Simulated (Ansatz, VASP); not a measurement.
# Be2Sn: VASP beside Ansatz, part 2 of 3

One calculation is typed for both programs; each brings its own data sets. How far apart do they land? The cell is generated by rule, not measured, and may not be a known phase. The cell is taken from a series of runs on this material, whose earlier steps may have relaxed, scaled, displaced or heated it; both programs get it as it stands.

VASP 6.6.1 and Ansatz 0.2.0.

So far: Starting point; Ansatz: relaxation of cell and atoms, PBEsol, pair 1.

## (3) VASP: relaxation of cell and atoms, PBEsol, pair 1

Level of this step: PBEsol; plane waves and PAW (Sn_d, Be); invented cell (VASP).

The same cell, functional, mesh and smearing now go to VASP, with its own data sets.

Lines of VASP's logs that name or quote its potential files are left out, and so is its time.

INCAR

```
SYSTEM = Be2Sn
PREC = Accurate
ENCUT = 600
EDIFF = 1E-07
NELM = 120
ISMEAR = 1
SIGMA = 0.15
LREAL = .FALSE.
ALGO = Normal
GGA = PS
NBANDS = 24
LORBIT = 11
LWAVE = .FALSE.
LCHARG = .FALSE.
ISIF = 3
IBRION = 2
NSW = 80
EDIFFG = -0.005
LASPH = .TRUE.
GGA_COMPAT = .FALSE.
NELMIN = 4
KPAR = 2
```

POSCAR

```
Be2Sn
1.0
    3.9857860000      0.0000000000      0.0000000000
    0.0000000000      5.1500170000      0.0000000000
    0.0000000000      0.0000000000      4.3930770000
Sn Be
2 4
Direct
    0.5000000000      0.5000000971      0.1478453485
    0.0000000000      0.0000000000      0.8521544239
    0.5000000000      0.2475044257      0.6389353066
    0.0000000000      0.7475045228      0.3610646934
    0.5000000000      0.7524955743      0.6389353066
    0.0000000000      0.2524956714      0.3610646934
```

KPOINTS

```
Automatic mesh
0
Gamma
8 6 8
0 0 0
```

The projector-augmented-wave data sets are Sn_d and Be (PBE family, release 64).

Run with:

```sh
$ mpirun -np 2 vasp_std
```

Numbers of over 12 decimals in the logs are rounded to 6 here.

Output:

```text
[banner, memory and clock lines left out]
running    2 mpi-ranks, on    1 nodes
 distrk:  each k-point on    1 cores,    2 groups
 distr:  one band on    1 cores,    1 groups

 POSCAR found type information on POSCAR SnBe
 POSCAR found :  2 types and       6 ions
|                                                                             |
|               ----> ADVICE to this user running VASP <----                  |
|                                                                             |
|     You enforced a specific xc type in the INCAR file but a different       |
|     [... a line on the potential file left out ...]
|     I HOPE YOU KNOW WHAT YOU ARE DOING!                                     |
|                                                                             |

 LDA part: xc-table for (Slater+PW92), standard interpolation
 POSCAR, INCAR and KPOINTS ok, starting setup
 FFT: planning ... GRIDC
 FFT: planning ... GRID_SOFT
 FFT: planning ... GRID
 WAVECAR not read
 entering main loop
       N       E                     dE             d eps       ncg     rms          rms(c)
DAV:   1     0.275866402884E+03    0.27587E+03   -0.17970E+04  4824   0.218E+03
DAV:   2     0.710957872346E+01   -0.26876E+03   -0.26352E+03  4832   0.501E+02
DAV:   3    -0.216192810953E+02   -0.28729E+02   -0.28430E+02  6088   0.149E+02
DAV:   4    -0.224833904061E+02   -0.86411E+00   -0.86287E+00  5864   0.290E+01
DAV:   5    -0.225098910342E+02   -0.26501E-01   -0.26500E-01  7000   0.501E+00    0.499E+00
DAV:   6    -0.220969706199E+02    0.41292E+00   -0.74144E-01  6584   0.814E+00    0.274E+00
DAV:   7    -0.220255851049E+02    0.71386E-01   -0.27877E-01  6216   0.377E+00    0.715E-01
DAV:   8    -0.220178078230E+02    0.77773E-02   -0.47659E-02  5744   0.187E+00    0.141E-01
DAV:   9    -0.220174189652E+02    0.38886E-03   -0.48529E-03  6024   0.688E-01    0.801E-02
DAV:  10    -0.220174308941E+02   -0.11929E-04   -0.68580E-04  6912   0.241E-01    0.229E-02
DAV:  11    -0.220174366327E+02   -0.57386E-05   -0.62680E-05  6656   0.679E-02    0.103E-02
DAV:  12    -0.220174351219E+02    0.15108E-05   -0.68786E-06  5936   0.247E-02    0.266E-03
DAV:  13    -0.220174348121E+02    0.30986E-06   -0.85349E-07  5280   0.591E-03    0.677E-04
DAV:  14    -0.220174348498E+02   -0.37719E-07   -0.48727E-08  3272   0.222E-03
   1 F= -.22017435E+02 E0= -.22017679E+02  d E =-.220174E+02
 curvature:   0.00 expect dE= 0.000E+00 dE for cont linesearch  0.000E+00
 trial: gam= 0.00000 g(F)=  0.619E-05 g(S)=  0.504E-04 ort = 0.000E+00 (trialstep = 0.100E+01)
 search vector abs. value=  0.565E-04
 bond charge predicted
       N       E                     dE             d eps       ncg     rms          rms(c)
DAV:   1    -0.220177904219E+02   -0.35561E-03   -0.74567E-03  6160   0.126E+00    0.975E-02
DAV:   2    -0.220175265673E+02    0.26385E-03   -0.62894E-04  5760   0.371E-01    0.441E-02
DAV:   3    -0.220174656995E+02    0.60868E-04   -0.18591E-04  6272   0.190E-01    0.880E-03
DAV:   4    -0.220174595237E+02    0.61758E-05   -0.18184E-05  5816   0.399E-02    0.328E-03
DAV:   5    -0.220174591614E+02    0.36235E-06   -0.12101E-06  6408   0.118E-02    0.218E-03
DAV:   6    -0.220174586125E+02    0.54892E-06   -0.19294E-07  3216   0.543E-03    0.592E-04
DAV:   7    -0.220174585513E+02    0.61193E-07   -0.55224E-08  2816   0.301E-03
   2 F= -.22017459E+02 E0= -.22017709E+02  d E =-.237015E-04
 trial-energy change:   -0.000024  1 .order   -0.000026   -0.000057    0.000005
 step:   0.9008(harm=  0.9188)  dis= 0.00021  next Energy=   -22.017459 (dE=-0.240E-04)
 reached required accuracy - stopping structural energy minimisation
```

Parts of OUTCAR (step 3):

```text
ion  position               nearest neighbor table
   1  0.500  0.500  0.148-   5 2.52   3 2.52   4 2.54   6 2.54   4 2.54   6 2.54   5 2.59   3 2.59
                             2 3.51   2 3.51   2 3.51   2 3.51
   2  0.000  0.000  0.852-   4 2.52   6 2.52   5 2.54   3 2.54   3 2.54   5 2.54   4 2.59   6 2.59
                             1 3.51   1 3.51   1 3.51   1 3.51
   3  0.500  0.248  0.639-   6 2.34   6 2.34   1 2.52   2 2.54   2 2.54   1 2.59
   4  0.000  0.748  0.361-   5 2.34   5 2.34   2 2.52   1 2.54   1 2.54   2 2.59
   5  0.500  0.752  0.639-   4 2.34   4 2.34   1 2.52   2 2.54   2 2.54   1 2.59
   6  0.000  0.252  0.361-   3 2.34   3 2.34   2 2.52   1 2.54   1 2.54   2 2.59

  LATTYP: Found a simple orthorhombic cell.
 ALAT       =     3.9857860000
 B/A-ratio  =     1.1021858675
 C/A-ratio  =     1.2920957121

 Subroutine GETGRP returns: Found  8 space group operations
 (whereof  4 operations were pure point group operations)

The static configuration has the point symmetry C_2v.
 The point group associated with its full space group is D_2h.

 Found    100 irreducible k-points:

   k-points           NKPTS =    100   k-points in BZ     NKDIM =    100   number of bands    NBANDS=     24

   dimension x,y,z NGX =    32 NGY =   42 NGZ =   36
   dimension x,y,z NGXF=    64 NGYF=   84 NGZF=   72

   ENCUT  =  600.0 eV  44.10 Ry    6.64 a.u.   7.96 10.29  8.77*2*pi/ulx,y,z

   NELECT =      36.0000    total number of electrons

 k-points in reciprocal lattice and weights: Automatic mesh
   0.00000000  0.00000000  0.00000000       0.003
   0.12500000  0.00000000  0.00000000       0.005
   0.25000000  0.00000000  0.00000000       0.005
   0.37500000  0.00000000  0.00000000       0.005
   0.50000000  0.00000000  0.00000000       0.003
   0.00000000  0.16666667  0.00000000       0.005
   0.12500000  0.16666667  0.00000000       0.010
   0.25000000  0.16666667  0.00000000       0.010
   0.37500000  0.16666667  0.00000000       0.010
[...]
0.37500000  0.50000000  0.50000000       0.005
   0.50000000  0.50000000  0.50000000       0.003

 average (electrostatic) potential at core
       1 -99.4487       2 -99.4487       3 -33.2455       4 -33.2455       5 -33.2455
       6 -33.2455

 E-fermi :   7.4680

 k-point     1 :       0.0000    0.0000    0.0000
  band No.  band energies     occupation
    ...
     13       2.1707      2.00000
     14       3.3646      2.00000
     15       3.9119      2.00000
     16       4.5911      2.00000
     17       7.2952      2.06915
     18       8.2660     -0.00000
     19       8.6045     -0.00000
     20       8.7341     -0.00000
     21       8.7963     -0.00000
     22       9.2732     -0.00000
    ...

 k-point     2 :       0.1250    0.0000    0.0000
  band No.  band energies     occupation
    ...
     13       2.3007      2.00000
     14       3.1582      2.00000
     15       3.4668      2.00000
     16       4.6878      2.00000
     17       7.4160      1.54987
     18       7.5944     -0.00026
     19       8.0717     -0.00000
     20       8.8864     -0.00000
     21       9.1069     -0.00000
     22       9.3294     -0.00000
    ...

 k-point     3 :       0.2500    0.0000    0.0000
  band No.  band energies     occupation
    ...
     14       2.6856      2.00000
     15       3.7531      2.00000
     16       4.8365      2.00000
     17       5.7983      2.00000
     18       6.3643      2.00000
     19       8.4344     -0.00000
     20       8.8718     -0.00000
     21       9.1454     -0.00000
     22       9.7149     -0.00000
     23      10.8810      0.00000
    ...

  Total       -0.0014811     -0.0173648     -0.0079098      0.0000000      0.0000000      0.0000000
  in kB       -0.0262875     -0.3082083     -0.1403917      0.0000000      0.0000000      0.0000000
  external PRESSURE =      -0.1582958 kB  Pullay stress =       0.0000000 kB

  energy-cutoff  :      600.00
  volume of cell :       90.27
      direct lattice vectors                 reciprocal lattice vectors
     3.987616019  0.000000000  0.000000000     0.250776403  0.000000000  0.000000000
     0.000000000  5.150773323  0.000000000     0.000000000  0.194145604  0.000000000
     0.000000000  0.000000000  4.394901622     0.000000000  0.000000000  0.227536379

 POSITION                                       TOTAL-FORCE (eV/Angst)
 -----------------------------------------------------------------------------------
      1.99381      2.57539      0.64959         0.000000      0.000000      0.003174
      3.98762      5.15077      3.74531         0.000000      0.000000     -0.003174
      1.99381      1.27492      2.80829         0.000000      0.000976      0.002515
      3.98762      3.85031      1.58662         0.000000      0.000976     -0.002515
      1.99381      3.87585      2.80829         0.000000     -0.000976      0.002515
      0.00000      1.30046      1.58662         0.000000     -0.000976     -0.002515
 -----------------------------------------------------------------------------------
    total drift:                                0.000000     -0.000250      0.000671

  FREE ENERGIE OF THE ION-ELECTRON SYSTEM (eV)
  ---------------------------------------------------
  free  energy   TOTEN  =       -22.0174585513 eV

  energy  without entropy=      -22.0182096545  energy(sigma->0) =      -22.01770892

 reached required accuracy - stopping structural energy minimisation

 total charge
# of ion       s       p       d       tot
------------------------------------------
    1        1.119   1.393  10.011  12.522
    2        1.119   1.393  10.011  12.522
    3        0.381   0.578   0.000   0.960
    4        0.381   0.578   0.000   0.960
    5        0.381   0.578   0.000   0.960
    6        0.381   0.578   0.000   0.960
--------------------------------------------------
tot          3.763   5.099  20.021  28.882

[... 3 further parts left out ...]
```

CONTCAR:

```
Be2Sn
   1.00000000000000
     3.9876160190967318    0.0000000000000000    0.0000000000000000
     0.0000000000000000    5.1507733230322179    0.0000000000000000
     0.0000000000000000    0.0000000000000000    4.3949016224555946
  Sn              Be
     2     4
Direct
     0.5000000000000000    0.5000000970999992    0.1478055744578769
     1.0000000000000000    1.0000000000000000    0.8521941979421185
     0.5000000000000000    0.2475210713444261    0.6389872239393466
     1.0000000000000000    0.7475211684444253    0.3610127760606534
     0.5000000000000000    0.7524789286555739    0.6389872239393466
     0.0000000000000000    0.2524790257555731    0.3610127760606534
```

The run keeps the 8 symmetry operations of its start, so it cannot find a distortion of lower symmetry.

## (4) Comparison

Known differences besides the potentials themselves: the cutoff is 420 eV in Ansatz and 600 eV in VASP; Ansatz makes its cores anew for this functional, VASP keeps those of its PBE data sets; Ansatz adds a Pulay correction to the stress that steers its cell, VASP none. Total energies have different zeros and are not compared.

Both answers:

| quantity | Ansatz | VASP | difference |
| --- | --- | --- | --- |
| volume (Å³) | 90.16 | 90.27 | -0.11 % |
| edge a after relaxation, in the typed setting (Å) | 3.986 | 3.988 | -0.05 % |
| edge b after relaxation, in the typed setting (Å) | 5.148 | 5.151 | -0.05 % |
| edge c after relaxation, in the typed setting (Å) | 4.394 | 4.395 | -0.01 % |

## (5) VASP: relaxation of cell and atoms, PBEsol, pair 2

The relaxed volume is the usual yardstick between codes: in a stiff, nearly cubic crystal its relative difference is about their pressure difference at one cell divided by the bulk modulus.

INCAR is that of step 3.

POSCAR

```
Be2Sn
1.0
    3.9862930000      0.0000000000      0.0000000000
    0.0000000000      5.1499140000      0.0000000000
    0.0000000000      0.0000000000      4.3930860000
Sn Be
2 4
Direct
    0.5000001254      0.5000000000      0.3521567754
    0.0000000000      0.0000000000      0.6478434522
    0.0000000000      0.7474872396      0.1389581265
    0.5000001254      0.2474872396      0.8610418735
    0.0000000000      0.2525127604      0.1389581265
    0.5000001254      0.7525127604      0.8610418735
```

KPOINTS is that of step 3.

Run with:

```sh
$ mpirun -np 2 vasp_std
```

Output:

```text
[banner, memory and clock lines left out]
running    2 mpi-ranks, on    1 nodes
[...]
[... a notice as in an earlier step ...]

 LDA part: xc-table for (Slater+PW92), standard interpolation
 POSCAR, INCAR and KPOINTS ok, starting setup
[...]
entering main loop
       N       E                     dE             d eps       ncg     rms          rms(c)
DAV:   1     0.283870916695E+03    0.28387E+03   -0.19107E+04  4808   0.218E+03
DAV:   2     0.894893581078E+01   -0.27492E+03   -0.26967E+03  4824   0.512E+02
DAV:   3    -0.215599387961E+02   -0.30509E+02   -0.30163E+02  6192   0.152E+02
DAV:   4    -0.224825870724E+02   -0.92265E+00   -0.92201E+00  5840   0.299E+01
[...]
DAV:  12    -0.220174433711E+02    0.15623E-05   -0.69727E-06  5944   0.250E-02    0.275E-03
DAV:  13    -0.220174430430E+02    0.32805E-06   -0.90974E-07  5344   0.610E-03    0.690E-04
DAV:  14    -0.220174430832E+02   -0.40205E-07   -0.54241E-08  3288   0.231E-03
   1 F= -.22017443E+02 E0= -.22017689E+02  d E =-.220174E+02
[...]
N       E                     dE             d eps       ncg     rms          rms(c)
DAV:   1    -0.220177149412E+02   -0.27190E-03   -0.56087E-03  6136   0.110E+00    0.849E-02
DAV:   2    -0.220175131659E+02    0.20178E-03   -0.46770E-04  5760   0.322E-01    0.385E-02
DAV:   3    -0.220174666443E+02    0.46522E-04   -0.13997E-04  6344   0.166E-01    0.754E-03
DAV:   4    -0.220174616568E+02    0.49875E-05   -0.13430E-05  5784   0.343E-02    0.274E-03
DAV:   5    -0.220174613621E+02    0.29468E-06   -0.90537E-07  6264   0.103E-02    0.177E-03
DAV:   6    -0.220174608846E+02    0.47756E-06   -0.14723E-07  3032   0.487E-03    0.487E-04
DAV:   7    -0.220174608243E+02    0.60225E-07   -0.44703E-08  2752   0.270E-03
   2 F= -.22017461E+02 E0= -.22017712E+02  d E =-.177411E-04
 trial-energy change:   -0.000018  1 .order   -0.000019   -0.000043    0.000004
 step:   0.8958(harm=  0.9166)  dis= 0.00018  next Energy=   -22.017461 (dE=-0.179E-04)
 reached required accuracy - stopping structural energy minimisation
```

Parts of OUTCAR (step 5):

```text
  Total       -0.0027385     -0.0154745     -0.0059830      0.0000000      0.0000000      0.0000000
  in kB       -0.0486077     -0.2746636     -0.1061945      0.0000000      0.0000000      0.0000000
  external PRESSURE =      -0.1431553 kB  Pullay stress =       0.0000000 kB

 POSITION                                       TOTAL-FORCE (eV/Angst)
 -----------------------------------------------------------------------------------
      1.99390      2.57528      1.54778         0.000000     -0.000000     -0.002999
      0.00000      0.00000      2.84701         0.000000     -0.000000      0.002999
      0.00000      3.85008      0.61089        -0.000000      0.001241      0.002197
      1.99390      1.27479      3.78390         0.000000      0.001241     -0.002197
      0.00000      1.30049      0.61089        -0.000000     -0.001241      0.002197
      1.99390      3.87578      3.78390         0.000000     -0.001241     -0.002197
 -----------------------------------------------------------------------------------
    total drift:                               -0.000232     -0.000000     -0.000021

  FREE ENERGIE OF THE ION-ELECTRON SYSTEM (eV)
  ---------------------------------------------------
  free  energy   TOTEN  =       -22.0174608243 eV

  energy  without entropy=      -22.0182132009  energy(sigma->0) =      -22.01771162

[... 2 parts as in an earlier step ...]

[... 2 further parts left out ...]
[key lines of the parts left out:]
E-fermi :   7.4683
```

## (6) Ansatz: relaxation of cell and atoms, PBEsol, pair 2

The same cell, functional, mesh and smearing now go to Ansatz, which takes its cutoff from its data sets.

The cell is taken from a series of runs on this material, whose earlier steps may have relaxed, scaled, displaced or heated it; both programs get it as it stands.

input.yaml

```yaml
crystal:
  lattice:
    - [3.9862930564, 0.0, 0.0]
    - [0.0, 5.1499140484, 0.0]
    - [0.0, 0.0, 4.3930862021]
  atoms:
    - { symbol: Sn, position: [0.5, 0.5, 0.3521566812] }
    - { symbol: Sn, position: [0.0, 0.0, 0.6478433188] }
    - { symbol: Be, position: [0.0, 0.7474872268, 0.1389581657] }
    - { symbol: Be, position: [0.5, 0.2474872268, 0.8610418343] }
    - { symbol: Be, position: [0.0, 0.2525127732, 0.1389581657] }
    - { symbol: Be, position: [0.5, 0.7525127732, 0.8610418343] }
kpoints:
  mp_grid: { grid: [8, 6, 8] }
hamiltonian:
  xc: pbesol
scf:
  occupations: { method: methfessel_paxton, width: 0.15 }
output:
  forces: true
  stress: true
  eigenvalues: true
relax:
  adjacent_minimum: "off"
  f_tol: 0.001
  max_steps: 60
  cell: { stress_tol: 0.01 }
```

Run with:

```sh
$ ansatz run input.yaml --threads 4 --pin off --max-ram 7168MiB --backend cpu --events-out ev --progress --plain --runs-dir out
```

Output:

```text
[...]
Crystal: 6 atoms, lattice volume = 90.186 Å³
Basis set: ecut = 420 eV, 1767 PW (Γ), exchange–correlation on 54×72×60 points (8 copies of the dense FFT grid, shifted against one another)
Bands: 24, of which v1, the nominal top of the filled ones, is band 18 counted from 1 (17 counted from 0)
Symmetry: 8 space group operations
[...]
k-points: 100 of 384
[...]
cell:  # Å, volume = 90.1615 Å³
    - [3.985496, 0.0, 0.0]
    - [0.0, 5.148084, 0.0]
    - [0.0, 0.0, 4.394335924124]
  atoms:
    - { symbol: Sn, position: [0.500000, 0.500000, 0.352172] }
    - { symbol: Sn, position: [0, 0.0, 0.647828] }
    - { symbol: Be, position: [0, 0.747543, 0.138925] }
    - { symbol: Be, position: [0.500000, 0.247543, 0.861075] }
    - { symbol: Be, position: [0, 0.252457, 0.138925] }
    - { symbol: Be, position: [0.500000, 0.752457, 0.861075] }
[key lines of the parts left out:]
SCF converged after 7 iterations
Free energy (F): -12258.455195 eV
Fermi energy:    9.513403 eV
P = ⅓ Tr σ = 0.0014 GPa (0.014 kbar)
```

## (7) Side by side

Both answers:

| quantity | Ansatz | VASP | difference |
| --- | --- | --- | --- |
| volume (Å³) | 90.16 | 90.27 | -0.12 % |
| edge a after relaxation, in the typed setting (Å) | 3.986 | 3.988 | -0.06 % |
| edge b after relaxation, in the typed setting (Å) | 5.148 | 5.151 | -0.05 % |
| edge c after relaxation, in the typed setting (Å) | 4.394 | 4.395 | -0.01 % |

(Continued in part 3 of 3.)

[Lines on the potential files, build, host, timing and source positions are cut from VASP's logs without a mark.]

[Logs are printed without paths, hosts, clocks, repeated set-up lines and the standing remarks that a program may print on its own settings, such as how far it seeks lower states.]

[Hosts, paths, dates, database ids (printed as entryN), source tags and the programs' standing remarks are cut or masked in the printed files.]
